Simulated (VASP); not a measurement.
# Conduction valleys of zinc-blende BP under even compression and expansion, from TB-mBJ with spin-orbit coupling

In a BP layer meant to carry both current and heat, the lowest conduction valley sets the electron mass and decides whether light emission needs a phonon. A change of volume, from pressure or heating, moves the valleys by different amounts and might reorder them. The problem is to find how fast the Γ, Δ and L levels of BP (F-43m) move with volume, whether their order changes, and where the Γ level lies at V/V0 = 0.985. The levels are TB-mBJ energies with spin-orbit coupling on evenly scaled cells, counted from the valence-band top at Γ. Volume is measured against the reference cell as x = 100 ln(V/V0), so one unit of x is close to one percent.

## Calculations

The start is a typed prototype cell. The crystal was relaxed with LDA. It is scaled evenly about that cell, atoms relaxed with LDA. VASP 6.6.1, plane waves with PAW, cutoff 480 eV, no spin polarisation. Band edges are single points at TB-mBJ with spin-orbit coupling on these cells, k mesh 9×9×9, read on short lines of k points at the zone centre and through the valleys; energies are counted from the valence-band top at the zone centre.  All levels use the PAW data sets made with LDA.

Notes on method and selection:

- A valley's energy from the valence-band top holds the shift of that top as well as the shift of the valley.
- The TB-mBJ parameter c is fixed anew from the density of each cell, so it changes along the series.
- Runs that did not converge, have known faults or may not be shown are not listed, and runs on Ansatz's PAW sets soft_1 and soft_2 are kept to separate tables.

Columns:

- 100 ln(V/V0): 100 ln(V/V0), V0 the volume of the reference cell.
- Γ level (eV): lowest conduction level at Γ.
- Δ valley (eV): minimum of the conduction band along Γ–X.
- L valley (eV): conduction level at L.

Input lines of one member:

```
PREC = Accurate
ENCUT = 480
EDIFF = 1E-06
NELM = 150
ISMEAR = 0
SIGMA = 0.02
LREAL = .FALSE.
ALGO = Normal
METAGGA = MBJ
LASPH = .TRUE.
LNONCOLLINEAR = .TRUE.
NBANDS = 18
GGA_COMPAT = .FALSE.
LSORBIT = .TRUE.
KPAR = 3
```

Command (options for logging and memory left out): `mpirun -np 3 vasp_ncl`

## The series

| member | 100 ln(V/V0) | Γ level (eV) | Δ valley (eV) | L valley (eV) |
| --- | --- | --- | --- | --- |
| V/V0 = 0.94 | −6.19 | 4.389 | 1.915 | 5.104 |
| V/V0 = 0.955 | −4.60 | 4.359 | 1.942 | 5.008 |
| V/V0 = 0.97 | −3.05 | 4.332 | 1.967 | 4.913 |
| V/V0 = 0.985 | −1.51 | ? | ? | ? |
| V/V0 = 1 | 0.00 | 4.280 | 2.015 | 4.733 |
| V/V0 = 1.015 | 1.49 | 4.256 | 2.038 | 4.646 |
| V/V0 = 1.03 | 2.96 | 4.233 | 2.059 | 4.561 |
| V/V0 = 1.045 | 4.40 | 4.212 | 2.080 | 4.477 |
| V/V0 = 1.06 | 5.83 | 4.191 | 2.100 | 4.396 |

Cells marked ? are withheld until the estimate has been made.

Least-squares fits to the members shown, with x = 100 ln(V/V0); R² and errors in the fitted variable (y, or ln y where the fit is in ln y):

| y | members | fit | R² | rms residual | leave-one-out rms | the same for the mean of the others |
| --- | --- | --- | --- | --- | --- | --- |
| Γ level (eV) | 8 | y = 4.2832 − 0.016470 x | 1.00 | 0.0026 | 0.0038 | 0.077 |
| Δ valley (eV) | 8 | y = 2.0129 + 0.015394 x | 1.00 | 0.0018 | 0.0026 | 0.072 |

## Reading the trend

Between the smallest and the largest cell x grows by 5.83 + 6.19 = 12.02. The mean slopes per unit of x are:

- Γ: (4.191 − 4.389) / 12.02 = −0.0165 eV
- Δ: (2.100 − 1.915) / 12.02 = +0.0154 eV
- L: (4.396 − 5.104) / 12.02 = −0.0589 eV

The order Δ, Γ, L from below holds in all eight complete rows, so BP stays indirect in each of them. The upper two levels do approach each other: L lies 5.104 − 4.389 = 0.715 eV above Γ in the smallest cell and 4.396 − 4.191 = 0.205 eV above it in the largest. These spacings are free of the shift of the valence top, which enters every single slope.

The fall of Γ and L is usually put down to bonding. Longer bonds mean weaker overlap and a smaller splitting between bonding and antibonding states. In BP, as in silicon, the lowest conduction level at Γ is known to be p-like, while the L level has much s-antibonding character and responds more strongly to bond length. If the splitting at Γ went as 1/d², with d the bond length, its slope would be −(2/3) × 4.280 / 100 = −0.029 eV per unit of x. That is the right sign but well above the calculated size, so the law serves only as a rough guide.

The Δ state is less antibonding between neighbours and has much of its charge in the open parts of the lattice, which is the usual reason given for its not falling with the others. The level energies alone do not test this. Its minimum also moves towards Γ on expansion, but this adds nothing to the slope at first order, because the band is flat at its minimum.

The TB-mBJ parameter c changes from cell to cell and contributes to the slopes. It does not set the signs for Δ and Γ, since LDA on the same cells also gives a widening indirect gap and a narrowing direct gap.

## An estimate before looking

Plain estimates from the members shown:

- V/V0 = 0.985, fit at x = −1.51: 4.308 eV
- V/V0 = 0.985, straight-line interpolation between V/V0 = 0.97 and V/V0 = 1: w = (−1.51 − (−3.05)) / (0.00 − (−3.05)) = 0.505, so 4.332 + 0.505 × (4.280 − 4.332) = 4.306 eV

Interpolation between the two neighbours deserves more trust than the straight-line fit. The Γ level flattens as the cell grows, and the fit misses this: at x = 0 it gives 4.283 eV where the table has 4.280 eV.

The same curvature puts the interpolated value slightly too high, because a chord lies above a curve that bends upwards. The mean slope is (4.280 − 4.389) / 6.19 = −0.0176 eV on the compressed side and (4.191 − 4.280) / 5.83 = −0.0153 eV on the expanded side. The midpoints of these two ranges are (6.19 + 5.83) / 2 = 6.01 apart, so the slope changes by (0.0176 − 0.0153) / 6.01 = 0.0004 eV per unit of x squared. A chord lies above a parabola by half this curvature times the distances to the two neighbours, here 3.05 − 1.51 = 1.54 and 1.51. The correction is therefore −0.5 × 0.0004 × 1.54 × 1.51 = −0.0005 eV, and the estimate becomes 4.332 + 0.505 × (4.280 − 4.332) − 0.0005 = 4.305 eV.

The same route can be tried on V/V0 = 1.015, from its neighbours at 1 and 1.03. It gives 4.280 − (1.49 / 2.96) × (4.280 − 4.233) − 0.5 × 0.0004 × 1.49 × (2.96 − 1.49) = 4.256 eV, as in the table. For V/V0 = 0.955, from 0.94 and 0.97, it gives 4.389 − (6.19 − 4.60) / (6.19 − 3.05) × (4.389 − 4.332) − 0.5 × 0.0004 × (6.19 − 4.60) × (4.60 − 3.05) = 4.3596 eV against 4.359 eV. Misses of this size are close to the printed rounding, and an error of 0.001 eV covers them.

**Committed estimate, V/V0 = 0.985: Γ level = 4.305 ± 0.001 eV.**

## Outcome

| member | 100 ln(V/V0) | Γ level (eV) | Δ valley (eV) | L valley (eV) |
| --- | --- | --- | --- | --- |
| V/V0 = 0.985 | −1.51 | 4.305 | 1.992 | 4.822 |

| member | estimate | Γ level (eV) | computed | estimate − computed | miss in error bars |
| --- | --- | --- | --- | --- | --- |
| V/V0 = 0.985 | committed | 4.305 | 4.305 | 0.000 | 0.0 |
| V/V0 = 0.985 | fit | 4.308 | 4.305 | +0.003 |  |
| V/V0 = 0.985 | interpolation | 4.306 | 4.305 | +0.001 |  |

The estimate of 4.305 eV agrees with the computed 4.305 eV and so lies inside its error bar of 0.001 eV. The straight-line fit is 0.003 eV too high and the plain interpolation 0.001 eV too high.

The expectation that the fit would overshoot near the middle of the series was right. The further correction for curvature, 0.0005 eV, is as small as the printed rounding, so the agreement is no real test of it.

The 1/d² law fails here as it did before. From the new row to the reference cell the Γ level changes by (4.280 − 4.305) / 1.51 = −0.017 eV per unit of x, against −0.029 eV from the law. Weaker bonding on expansion gives the right sign, but a smooth interpolation says little about the mechanism behind it.

The new row also keeps the order of the valleys, with Δ at 1.992 eV, Γ at 4.305 eV and L at 4.822 eV.

## Where the trend breaks

Least-squares fits to the whole series, with x = 100 ln(V/V0); R² and errors in the fitted variable (y, or ln y where the fit is in ln y):

| y | members | fit | R² | rms residual | leave-one-out rms | the same for the mean of the others |
| --- | --- | --- | --- | --- | --- | --- |
| Γ level (eV) | 9 | y = 4.283 − 0.01644 x | 1.00 | 0.0026 | 0.0037 | 0.072 |
| Δ valley (eV) | 9 | y = 2.0131 + 0.015369 x | 1.00 | 0.0018 | 0.0026 | 0.067 |

Largest departures from the fit to the whole series:

| member | Γ level (eV) | fit | computed − fit | in rms residuals |
| --- | --- | --- | --- | --- |
| V/V0 = 0.94 | 4.389 | 4.385 | +0.004 | 1.6 |
| V/V0 = 1.06 | 4.191 | 4.187 | +0.004 | 1.5 |
| V/V0 = 1 | 4.280 | 4.283 | −0.003 | 1.2 |
| V/V0 = 0.985 | 4.305 | 4.308 | −0.003 | 1.1 |

None of the nine cells stands out. The Γ level lies 0.004 eV above the fitted line at both ends and 0.003 eV below it at V/V0 = 0.985 and 1, as expected when a straight line is laid through a level that falls more slowly as the cell grows. LDA on the same cells shows this flattening too, so a changing TB-mBJ parameter is not needed to produce it.

## What to take away

From V/V0 = 0.94 to 1.06 the order is Δ, Γ, L in all nine cells, and BP stays indirect. For another cell inside this range, interpolation between neighbours should give the Γ level to about 0.001 eV.

In the form used for strained layers, the indirect gap has a volume deformation potential of 100 × 0.0154 = 1.54 eV, so 1 % more volume widens it by about 15 meV. This is a change of gap, not the shift of the Δ valley alone.

Lattice vibrations, which are left out, lower the indirect gap, and more strongly as the crystal warms. Thermal expansion by itself widens it, so the volume slope alone does not give the change of the gap on heating.

[Logs are printed without paths, hosts, clocks, repeated set-up lines and the standing remarks that a program may print on its own settings, such as how far it seeks lower states.]
